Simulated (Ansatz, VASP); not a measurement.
# One calculation of GaGe3, two programs

The input INCAR:

```
SYSTEM = GaGe3
ALGO = Normal
EDIFF = 1E-6
ENCUT = 520
GGA = PS
ISIF = 2
ISMEAR = -1
LASPH = .TRUE.
LCHARG = .FALSE.
LREAL = .FALSE.
LWAVE = .FALSE.
NBANDS = 36
NELM = 60
PREC = Accurate
SIGMA = 0.05
```

The input KPOINTS:

```
k-points
0
G
  6 6 6
  0 0 0
```

The input POSCAR:

```
GaGe3
1.0
    4.3623787939      0.0000000000      0.0000000000
    0.0000000000      4.3623787939      0.0000000000
    0.0000000000      0.0000000000      4.3623787939
Ge Ga
3 1
Direct
    0.5000000000      0.5000000000      0.0000000000
    0.5000000000      0.0000000000      0.5000000000
    0.0000000000      0.5000000000      0.5000000000
    0.0000000000      0.0000000000      0.0000000000
```

File input.yaml:

```yaml
crystal:
  lattice:
    - [4.3623787939, 0.0, 0.0]
    - [0.0, 4.3623787939, 0.0]
    - [0.0, 0.0, 4.3623787939]
  atoms:
    - { symbol: Ge, position: [0.5, 0.5, 0.0] }
    - { symbol: Ge, position: [0.5, 0.0, 0.5] }
    - { symbol: Ge, position: [0.0, 0.5, 0.5] }
    - { symbol: Ga, position: [0.0, 0.0, 0.0] }
hamiltonian:
  xc: pbesol
  pseudopotentials: { kind: paw }
kpoints:
  mp_grid: { grid: [6, 6, 6] }
scf:
  occupations: { method: fermi_dirac, width: 0.05 }
output:
  forces: true
  stress: true
  eigenvalues: true
  write_density: true
  write_potential: true
  elf: true
  volumetric_format: npy
```

The cell comes from a database or a generator and needn't be the stable form of this composition.

Alike in both runs: task single point; functional PBEsol; k mesh 6 × 6 × 6; occupations fermi-dirac, width 0.05 eV; no spin polarisation.

```csv
,VASP,Ansatz
version,VASP 6.6.1,Ansatz 0.2.0
potentials or method,"VASP PAW PBE potentials, release 64 (Ge_d, Ga_d)",Ansatz PAW
plane-wave cutoff (eV),520,420
valence electrons in the cell,55,55
```

```tsv
	VASP	Ansatz	Ansatz less VASP
gap on the k mesh at the Fermi level (eV)	none	none	-
pressure (GPa)	-6.0	-6.0	-0.01
```

A gap of «none» marks a metal or a gap that the smearing closes.

Caveats: the PAW data sets were made with another functional, which shifts forces and pressure a little (VASP); the PAW data sets come from PBE, with cores solved anew for the run's functional, which leaves a small shift of forces and pressure (Ansatz).
